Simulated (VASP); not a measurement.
Crystal: InP.

```
In P
1.0
     0.00000    2.97915    2.97915
     2.97915    0.00000    2.97915
     2.97915    2.97915    0.00000
In P
1 1
Direct
  0.00000 0.00000 0.00000
  0.25000 0.25000 0.25000
```

Base run:

* Program: VASP 6.6.1
* Functional: PBE
* Potentials or basis: VASP PAW PBE potentials, release 64 (In_d, P)
* Cutoff: 520 eV
* k mesh: 8 × 8 × 8
* Occupations: gaussian, width 0.03 eV
* Spin: no spin polarisation

Its results: band gap on the k mesh 0.44 eV, direct; pressure 0.0 GPa.

Problem. The run is repeated on the same cell with these changes: functional from PBE to r2SCAN. What comes out?

Solution. Band gap on the k mesh 0.88 eV, direct; pressure -1.8 GPa.

r2SCAN gives the wider gap, since meta-GGAs in the generalised Kohn-Sham scheme recover part of the derivative discontinuity.

Caveats: spin-orbit coupling is left out, which moves the levels of the heavy elements; the PAW data sets were made with another functional, which shifts forces and pressure a little (some runs).
